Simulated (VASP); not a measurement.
Output of a VASP run:

OSZICAR:
```
       N       E                     dE             d eps       ncg     rms          rms(c)
DAV:   1     0.125644216568E+03    0.12564E+03   -0.48943E+03   840   0.139E+03
DAV:   2    -0.260075292416E+01   -0.12824E+03   -0.12507E+03  1184   0.240E+02
DAV:   3    -0.115654455390E+02   -0.89647E+01   -0.87776E+01  1224   0.101E+02
DAV:   4    -0.121073143983E+02   -0.54187E+00   -0.51834E+00  1556   0.165E+01
DAV:   5    -0.121385942619E+02   -0.31280E-01   -0.31088E-01  1296   0.395E+00    0.318E+00
DAV:   6    -0.119814449868E+02    0.15715E+00   -0.69993E-01  1568   0.506E+00    0.185E+00
DAV:   7    -0.119752022582E+02    0.62427E-02   -0.39672E-02  1320   0.239E+00    0.988E-01
DAV:   8    -0.119823249357E+02   -0.71227E-02   -0.38369E-02  1256   0.177E+00    0.265E-01
DAV:   9    -0.119831897115E+02   -0.86478E-03   -0.70027E-03  1540   0.103E+00    0.990E-02
DAV:  10    -0.119831375025E+02    0.52209E-04   -0.11226E-03  1464   0.390E-01    0.683E-02
DAV:  11    -0.119831374397E+02    0.62800E-07   -0.24518E-04  1384   0.218E-01    0.209E-02
DAV:  12    -0.119831354267E+02    0.20130E-05   -0.28974E-05  1480   0.607E-02    0.547E-03
DAV:  13    -0.119831352228E+02    0.20396E-06   -0.97174E-07   944   0.105E-02
   1 F= -.11983135E+02 E0= -.11983237E+02  d E =-.119831E+02
```

File OUTCAR:
```
------------------------ aborting loop because EDIFF is reached ----------------------------------------
  FORCE on cell =-STRESS in cart. coord.  units (eV):
  Direction    XX          YY          ZZ          XY          YZ          ZX
  --------------------------------------------------------------------------------------
  Total       -0.0073928     -0.0073928     -0.0073928      0.0000000      0.0000000      0.0000000
  in kB       -0.2257596     -0.2257596     -0.2257596      0.0000000      0.0000000      0.0000000
  external PRESSURE =      -0.2257596 kB  Pullay stress =       0.0000000 kB
  volume of cell :       52.47
      direct lattice vectors                 reciprocal lattice vectors
     3.743614861  0.000000000  0.000000000     0.267121495  0.000000000  0.000000000
     0.000000000  3.743614861  0.000000000     0.000000000  0.267121495  0.000000000
     0.000000000  0.000000000  3.743614861     0.000000000  0.000000000  0.267121495
 POSITION                                       TOTAL-FORCE (eV/Angst)
 -----------------------------------------------------------------------------------
      0.00000      0.00000      0.00000         0.000000      0.000000      0.000000
      1.87181      1.87181      1.87181         0.000000      0.000000      0.000000
 -----------------------------------------------------------------------------------
    total drift:                               -0.000000      0.000000     -0.000000
  FREE ENERGIE OF THE ION-ELECTRON SYSTEM (eV)
  ---------------------------------------------------
  free  energy   TOTEN  =       -11.9831352228 eV

  energy  without entropy=      -11.9834409810  energy(sigma->0) =      -11.98323714

 reached required accuracy - stopping structural energy minimisation
```
(Selected blocks of OUTCAR.)

**POSCAR**
```
LaAs
1
    3.7436148606    -0.0000000000     0.0000000000
   -0.0000000000     3.7436148606    -0.0000000000
   -0.0000000000    -0.0000000000     3.7436148606
La As
1 1
Direct
  0.0000000000   0.0000000000   0.0000000000
  0.5000000000   0.5000000000   0.5000000000
```

Q: Write an INCAR and KPOINTS that could have produced this output.

A: Several could match; the one computed here: the input of the run itself, PBE GGA, plane waves, VASP's PBE PAW potentials (set 64).

**INCAR**
```
SYSTEM = LaAs
PREC = Accurate
ENCUT = 400
EDIFF = 1E-6
NELM = 100
ALGO = Normal
LREAL = .FALSE.
LASPH = .TRUE.
ISMEAR = 1
SIGMA = 0.1
GGA = PE
LMAXMIX = 6
LWAVE = .FALSE.
LCHARG = .FALSE.
IBRION = 2
ISIF = 3
NSW = 60
EDIFFG = -0.01
```

KPOINTS:
```
Automatic mesh
0
Gamma
9 9 9
0 0 0
```

POTCAR, in this order: La As (PBE.64 set). Program: vasp_std.

The structure was generated: LaAs was put into the CsCl type type (Pm-3m), which need not be its known phase. It was relaxed first, which changed the volume by -31 %. The start is the result of an earlier pass.
